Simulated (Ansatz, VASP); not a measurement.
# NiTeS (1T-NiSTe monolayer) in two plane-wave programs, part 2 of 2

One calculation is typed for both programs; each brings its own data sets. How far apart do they land? Of the first pair: The structure shown is the start of the Ansatz relaxation below; VASP solves that cell, so the two are compared at the walk's first step.

VASP 6.6.1 and Ansatz 0.2.0.

So far: The structure; Ansatz: relaxation, PBE with D3(BJ); VASP: single point, PBE with D3(BJ), start cell, pair 1.

## 4. Comparison

Known differences besides the potentials themselves: Ansatz cuts the interaction across the vacuum, VASP repeats the sheet with a dipole correction; the data sets hold 40 valence electrons in Ansatz (on its default PAW (the set named soft_2) files) and 22 in VASP; the cutoff is 420 eV in Ansatz and 520 eV in VASP. Total energies have different zeros and are not compared.

Forces (eV/Å; atoms numbered as in POSCAR):

```csv
atom,"Ansatz x, y, z","VASP x, y, z"
Te1,"0.000, 0.000, -0.571","0.000, 0.000, -0.559"
Ni2,"0.000, 0.000, -0.554","0.000, 0.000, -0.534"
S3,"0.000, 0.000, 1.125","0.000, 0.000, 1.093"
```

The forces differ by 13 meV/Å r.m.s., which is 3.0 % of the r.m.s. force of 0.446 eV/Å (both taken over all components). With vacuum in the cell, a pressure given here is an average over mostly empty space and none of the material.

## 5. Ansatz: relaxation, PBE with D3(BJ)

This run makes the geometry at which the two programs are then compared.

The structure compared here is the end of the Ansatz relaxation.

Input file input.yaml:

```yaml
crystal:
  lattice:
    - [3.565, 0.0, 0.0]
    - [-1.7825, 3.0873805645, 0.0]
    - [0.0, 0.0, 35.64144055]
  atoms:
    - { symbol: Te, position: [0.6666666667, 0.3333333333, 0.4671528351] }
    - { symbol: Ni, position: [0.0, 0.0, 0.5077520179] }
    - { symbol: S, position: [0.3333333333, 0.6666666667, 0.5328471649] }
  periodic: [true, true, false]
kpoints:
  mp_grid: { grid: [12, 12, 1] }
hamiltonian:
  xc: pbe
  dispersion: d3bj
scf:
  occupations: { method: fermi_dirac, width: 0.05 }
  convergence: { dr2_threshold: 1.0e-09 }
relax:
  f_tol: 0.004
  max_steps: 90
  cell: {}
output:
  write_potential: true
  write_density: true
  volumetric_format: npy
```

On the command line:

```console
> ansatz run input.yaml --threads 2 --pin off --max-ram 3072MiB --backend cpu --events-out ev --progress --plain --runs-dir out
```

Numbers of over 12 decimals in the logs are rounded to 6 here.

The program printed:

```text
[...]
Crystal: 3 atoms, lattice volume = 392.288 Å³
Basis set: ecut = 420 eV, 7565 PW (Γ), exchange–correlation on 48×48×480 points (8 copies of the dense FFT grid, shifted against one another)
Bands: 24, of which v1, the nominal top of the filled ones, is band 20 counted from 1 (19 counted from 0)
Symmetry: 6 space group operations
[...]
--- Relaxed structure (7 steps of the walk, 7 accepted, 1 SCFs on fresh bases) ---
[...]
cell:  # Å, volume = 368.3713 Å³
    - [3.454617, -4.084981512026661e-18, 0]
    - [-1.727309, 2.991786, 0]
    - [0, 0, 35.64144055]
  atoms:
    - { symbol: Te, position: [0.666667, 0.333333, 0.462549] }
    - { symbol: Ni, position: [-1.9634812782439335e-19, 0, 0.507221] }
    - { symbol: S, position: [0.333333, 0.666667, 0.537982] }
[key lines of the parts left out:]
SCF converged after 9 iterations
Free energy (F): -13722.992278 eV
Fermi energy:    -5.037180 eV
P = ½ c Tr σ = 0.0046 N/m
```

## 6. VASP: single point, PBE with D3(BJ), relaxed cell, pair 2

The same cell, functional, mesh and smearing now go to VASP, with its own data sets.

Input file INCAR:

```
SYSTEM = NiTeS
PREC = Accurate
ENCUT = 520
EDIFF = 1E-06
NELM = 120
ISMEAR = -1
SIGMA = 0.05
LREAL = .FALSE.
ALGO = Normal
GGA = PE
IVDW = 12
NBANDS = 17
LASPH = .TRUE.
LORBIT = 11
LWAVE = .FALSE.
LCHARG = .FALSE.
ISIF = 2
LDIPOL = .TRUE.
IDIPOL = 3
DIPOL = 0.5 0.5 0.503
LVHAR = .TRUE.
GGA_COMPAT = .FALSE.
NELMDL = -8
```

Input file POSCAR:

```
NiTeS
1.0
    3.4546172727      0.0000000000      0.0000000000
   -1.7273086364      2.9917863185      0.0000000000
    0.0000000000      0.0000000000     35.6414405500
Te Ni S
1 1 1
Direct
    0.6666666667      0.3333333333      0.4625488039
    0.0000000000      1.0000000000      0.5072213265
    0.3333333334      0.6666666666      0.5379818875
```

Input file KPOINTS:

```
Automatic mesh
0
Gamma
12 12 1
0 0 0
```

PAW data sets: Te, Ni and S (PBE family, release 64).

On the command line:

```console
> mpirun -np 1 vasp_std
```

The program printed:

```text
[... set-up lines as in an earlier step ...]
 entering main loop
       N       E                     dE             d eps       ncg     rms          rms(c)
DAV:   1     0.151731276860E+03    0.15173E+03   -0.68880E+03   646   0.904E+02
DAV:   2     0.480313645705E+01   -0.14693E+03   -0.13817E+03   866   0.202E+02
DAV:   3    -0.144662996736E+02   -0.19269E+02   -0.18948E+02   819   0.778E+01
DAV:   4    -0.151907692700E+02   -0.72447E+00   -0.71300E+00   916   0.179E+01
[...]
DAV:  31    -0.131107824915E+02   -0.11490E-05   -0.54504E-08   690   0.190E-03    0.295E-03
DAV:  32    -0.131107837336E+02   -0.12422E-05   -0.49931E-08   629   0.168E-03    0.111E-03
DAV:  33    -0.131107843442E+02   -0.61056E-06   -0.14812E-08   707   0.935E-04
   1 F= -.13977661E+02 E0= -.13971022E+02  d E =-.132783E-01
```

From OUTCAR (step 6):

```text
 Edisp (eV)   -0.86688

  Total      -0.05627    -0.05627    -0.01774     0.00000     0.00000     0.00000
  in kB      -0.24475    -0.24475    -0.07714     0.00000     0.00000     0.00000
  external pressure =       -0.19 kB  Pullay stress =        0.00 kB

 POSITION                                       TOTAL-FORCE (eV/Angst)
 -----------------------------------------------------------------------------------
      1.72731      0.99726     16.48591         0.000000     -0.000000     -0.002475
      0.00000      0.00000     18.07810        -0.000000      0.000000      0.014521
      0.00000      1.99452     19.17445         0.000000      0.000000     -0.012046
 -----------------------------------------------------------------------------------
    total drift:                               -0.000000      0.000000     -0.001328

  FREE ENERGIE OF THE ION-ELECTRON SYSTEM (eV)
  ---------------------------------------------------
  free  energy   TOTEN  =       -13.9776613690 eV

  energy  without entropy=      -13.9643830795  energy(sigma->0) =      -13.97102222

[... 1 part as in an earlier step ...]

[... 2 further parts left out ...]
[key lines of the parts left out:]
E-fermi :  -3.0839
```

## 7. Differences

What differs besides the data sets and the points named for the pairs above, as far as they apply: the data sets hold 40 valence electrons in Ansatz (on its default PAW (the set named soft_2) files) and 22 in VASP. Total energies have different zeros and are not compared.

At this near-relaxed geometry the largest component of a force difference is 15 meV/Å. With vacuum in the cell, a pressure given here is an average over mostly empty space and none of the material.

## 8. Outcome

```json
{
  "r.m.s. force difference (single point, PBE with D3(BJ), start cell, pair 1)": "3.0 % of the r.m.s. force",
  "r.m.s. force difference (single point, PBE with D3(BJ), relaxed cell, pair 2)": "6.6 meV/Å"
}
```

What this shows: The r.m.s. force difference is 3.0 % of the r.m.s. force (single point, PBE with D3(BJ), start cell, pair 1), at about the 3 % picked in this series as the mark of a large difference. The data sets hold unlike numbers of valence electrons (40 in Ansatz and 22 in VASP), so part of the differences comes from the potentials. How closely two codes agree says nothing of how well the functional describes the real material.

[Lines on the potential files, build, host, timing and source positions are cut from VASP's logs without a mark.]

[Logs are printed without paths, hosts, clocks, repeated set-up lines and the standing remarks that a program may print on its own settings, such as how far it seeks lower states.]

[Hosts, paths, dates, database ids (printed as entryN), source tags and the programs' standing remarks are cut or masked in the printed files.]
